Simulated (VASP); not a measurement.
Data:

```
CELL_PARAMETERS angstrom
      1.49703    -2.59293     0.00000
      1.49703     2.59293     0.00000
      0.00000     0.00000    10.87568
ATOMIC_POSITIONS crystal
  Mo 0.33333 0.66667 0.25000
  Mo 0.66667 0.33333 0.75000
  S  0.33333 0.66667 0.89509
  S  0.66667 0.33333 0.39509
  S  0.66667 0.33333 0.10491
  S  0.33333 0.66667 0.60491
```

Calculation: PBE GGA, VASP's PBE PAW potentials (set 64) (plane waves; VASP). Numerical set-up: 500 eV cut-off, 9×9×2 Γ-centred mesh, Gaussian smearing of 0.050 eV, potentials Mo_sv S.

Without a dispersion term in the relaxation, distances and binding between the weakly bound layers, chains or molecules are unreliable, and so is what depends on them.

Task: Predict the energy per atom (σ→0), pressure, band gap (on the k-mesh) with the smallest direct gap where there is one.

Result: 
```json
{
 "band gap (on the k-mesh)": "none (metal, semimetal or under 0.01 eV)",
 "energy per atom (σ→0)": "-6.969 eV/atom",
 "pressure": "29.93 GPa"
}
```

The compound is MoS2 in the 2H layered structure. It was relaxed first under an external pressure of 30 GPa.
